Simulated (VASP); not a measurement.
Crystal: YNb.

```
Y Nb
1.0
     3.61141    0.00000    0.00000
     0.00000    3.61141    0.00000
     0.00000    0.00000    3.61141
Y Nb
1 1
Cartesian
  0.0000 0.0000 0.0000
  1.8057 1.8057 1.8057
```

The cell was built by a generator and needn't be a form met in nature.

```yaml
Program: VASP 6.6.1
Task: relaxation of cell and atoms
Functional: revPBE
Dispersion: D3(BJ)
Potentials_or_basis: VASP PAW PBE potentials, release 64 (Y_sv, Nb_sv)
Cutoff: 600 eV
k_mesh: 7 × 7 × 7
Occupations: fermi-dirac, width 0.05 eV
Spin: no spin polarisation
```

At the start: pressure -5.0 GPa; volume 23.55 Å³/atom.

Question: How do energy, volume and symmetry change on relaxing?

Answer: Over 19 steps the energy falls by 27.8 meV/atom and the volume is 21.91 Å³/atom (-7.0 %); space group Pm-3m (No. 221, to 0.05 Å).

The path:
```csv
step,energy change (eV),largest force (eV/Å),pressure (GPa),volume (Å³)
1,0.0000,0.0000,-4.99,47.10
2,-0.0411,0.0000,3.09,42.27
3,-0.0556,0.0000,0.09,43.79
4,-0.0556,0.0000,-0.04,43.86
5,-0.0556,0.0000,-0.07,43.86
6,-0.0556,0.0000,-0.06,43.85
7,-0.0556,0.0000,-0.06,43.85
8,-0.0556,0.0000,-0.06,43.85
9,-0.0556,0.0000,-0.06,43.85
10,-0.0556,0.0000,-0.06,43.85
11,-0.0556,0.0000,-0.06,43.85
12,-0.0556,0.0000,-0.06,43.85
13,-0.0556,0.0000,-0.06,43.85
14,-0.0556,0.0000,-0.06,43.85
15,-0.0556,0.0000,-0.07,43.85
16,-0.0556,0.0000,-0.08,43.85
17,-0.0556,0.0000,-0.05,43.85
18,-0.0556,0.0000,-0.06,43.84
19,-0.0556,0.0000,-0.01,43.82
```

Final structure:
```yaml
crystal:
  lattice:
    - [3.52562, 0.00000, 0.00000]
    - [0.00000, 3.52562, 0.00000]
    - [0.00000, 0.00000, 3.52562]
  atoms:
    - { symbol: Y, position: [0.00000, 0.00000, 0.00000] }
    - { symbol: Nb, position: [0.50000, 0.50000, 0.50000] }
```

Caveat: the PAW data sets were made with another functional, which shifts forces and pressure a little; pairwise dispersion overbinds metals, which lowers pressure and volume.
